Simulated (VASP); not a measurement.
All values below come from LDA (Ceperley-Alder, Perdew-Zunger), VASP's LDA PAW potentials (set 64) (plane waves; VASP).

VASP input:

### INCAR
```
ALGO = Normal
EDIFF = 1E-6
EDIFFG = -0.02
ENCUT = 500
IBRION = 2
ISIF = 3
ISMEAR = 1
LASPH = .TRUE.
LCHARG = .FALSE.
LMAXMIX = 6
LREAL = .FALSE.
LWAVE = .FALSE.
NELM = 100
NSW = 40
PREC = Accurate
PSTRESS = 200
SIGMA = 0.1
SYSTEM = WSi2
```

File POSCAR:
```
WSi2
1
   -1.5541130701     1.5541130701     3.8117701329
    1.5541130701    -1.5541130701     3.8117701329
    1.5541130701     1.5541130701    -3.8117701329
Si W
2 1
Direct
  0.6663693604   0.6663693604   0.0000000000
  0.3336306396   0.3336306396   0.0000000000
  0.0000000000   0.0000000000   0.0000000000
```

### KPOINTS
```
Automatic mesh
0
Gamma
14 14 14
0 0 0
```

POTCAR, in this order: Si W_sv (LDA.64 set). Program: vasp_std.

What VASP printed:

**OSZICAR**
```
       N       E                     dE             d eps       ncg     rms          rms(c)
DAV:   1     0.124657223770E+03    0.12466E+03   -0.11018E+04  7320   0.146E+03
DAV:   2    -0.240236902880E+02   -0.14868E+03   -0.14666E+03  8482   0.361E+02
DAV:   3    -0.279625704240E+02   -0.39389E+01   -0.38189E+01  9644   0.514E+01
DAV:   4    -0.279902010914E+02   -0.27631E-01   -0.27589E-01  8454   0.497E+00
DAV:   5    -0.279905372080E+02   -0.33612E-03   -0.33611E-03  9735   0.544E-01    0.305E+01
DAV:   6    -0.273159701651E+02    0.67457E+00   -0.31311E+00  8839   0.141E+01    0.117E+01
DAV:   7    -0.272153095948E+02    0.10066E+00   -0.18164E-01  8160   0.279E+00    0.476E+00
DAV:   8    -0.271959266168E+02    0.19383E-01   -0.30692E-02  9616   0.147E+00    0.283E-01
DAV:   9    -0.271953784642E+02    0.54815E-03   -0.95199E-04  8629   0.266E-01    0.154E-01
DAV:  10    -0.271952468359E+02    0.13163E-03   -0.24401E-04  9098   0.161E-01    0.412E-02
DAV:  11    -0.271952434594E+02    0.33766E-05   -0.23976E-05  9126   0.400E-02    0.157E-02
DAV:  12    -0.271952434009E+02    0.58425E-07   -0.85374E-07  5494   0.711E-03
   1 F= -.22598277E+02 E0= -.22598104E+02  d E =-.225983E+02
```

File OUTCAR:
```
------------------------ aborting loop because EDIFF is reached ----------------------------------------
  FORCE on cell =-STRESS in cart. coord.  units (eV):
  Direction    XX          YY          ZZ          XY          YZ          ZX
  --------------------------------------------------------------------------------------
  Total        4.5806589      4.5806589      4.5500046      0.0000000     -0.0000000      0.0000000
  in kB      199.2905088    199.2905088    197.9568329      0.0000000     -0.0000000      0.0000000
  external PRESSURE =      -1.1540498 kB  Pullay stress =     200.0000000 kB
  volume of cell :       36.83
      direct lattice vectors                 reciprocal lattice vectors
    -1.554113070  1.554113070  3.811770133     0.000000000  0.321726913  0.131172653
     1.554113070 -1.554113070  3.811770133     0.321726913  0.000000000  0.131172653
     1.554113070  1.554113070 -3.811770133     0.321726913  0.321726913  0.000000000
 POSITION                                       TOTAL-FORCE (eV/Angst)
 -----------------------------------------------------------------------------------
      0.00000      0.00000      5.08009        -0.000000     -0.000000      0.009328
      0.00000      0.00000      2.54345         0.000000      0.000000     -0.009328
      0.00000      0.00000      0.00000        -0.000000     -0.000000      0.000000
 -----------------------------------------------------------------------------------
    total drift:                               -0.000000      0.000000      0.000000
  FREE ENERGIE OF THE ION-ELECTRON SYSTEM (eV)
  ---------------------------------------------------
  free  energy   TOTEN  =       -27.1952434009 eV

  energy  without entropy=      -27.1947230390  energy(sigma->0) =      -27.19506995
  enthalpy is  TOTEN    =       -22.5982769613 eV   P V=        4.5969664396

 reached required accuracy - stopping structural energy minimisation
```
(Selected blocks of OUTCAR.)

File OUTCAR:
```
 val. band max:       13.2714622328   @ k =  -0.4286  -0.4286   0.2857

 cond. band min:      13.2912576957   @ k =  -0.4286   0.5000   0.2857


 Fermi energy:        13.2899698352

 k-point     1 :       0.0000    0.0000    0.0000
  band No.  band energies     occupation
      1     -59.9067      2.00000
      2     -24.5474      2.00000
      3     -24.4444      2.00000
      4     -24.4444      2.00000
      5      -1.5046      2.00000
      6       5.8610      2.00000
      7       9.4868      2.00000
      8       9.6413      2.00000
      9      10.2031      2.00000
     10      10.2031      2.00000
     11      14.0373     -0.00000
     12      15.9247      0.00000
     13      16.6616      0.00000
     14      16.7958      0.00000
     15      16.7958      0.00000

 k-point     2 :       0.0714   -0.0000    0.0000
  band No.  band energies     occupation
      1     -59.9061      2.00000
      2     -24.5461      2.00000
      3     -24.4610      2.00000
      4     -24.4429      2.00000
      5      -1.3978      2.00000
      6       5.8895      2.00000
      7       9.1472      2.00000
      8       9.5077      2.00000
      9      10.2730      2.00000
     10      10.4592      2.00000
     11      13.6092     -0.00006
     12      16.2526      0.00000
     13      16.3126      0.00000
     14      16.5003      0.00000
     15      17.2827      0.00000

 k-point     3 :       0.1429   -0.0000    0.0000
  band No.  band energies     occupation
      1     -59.9043      2.00000
      2     -24.5427      2.00000
      3     -24.5073      2.00000
      4     -24.4386      2.00000
      5      -1.0820      2.00000
      6       5.9453      2.00000
      7       8.3594      2.00000
      8       9.5174      2.00000
      9      10.4751      2.00000
     10      10.6642      2.00000
     11      12.8132      2.00000
     12      15.4813      0.00000
     13      16.1014      0.00000
     14      17.1666      0.00000
     15      18.0643      0.00000
...
```

Unless said otherwise, spin-orbit coupling is left out, though it shifts the bands of the heavy elements here.

The compound is WSi2 in the MoSi2 type structure. It was relaxed first under an external pressure of 20 GPa.
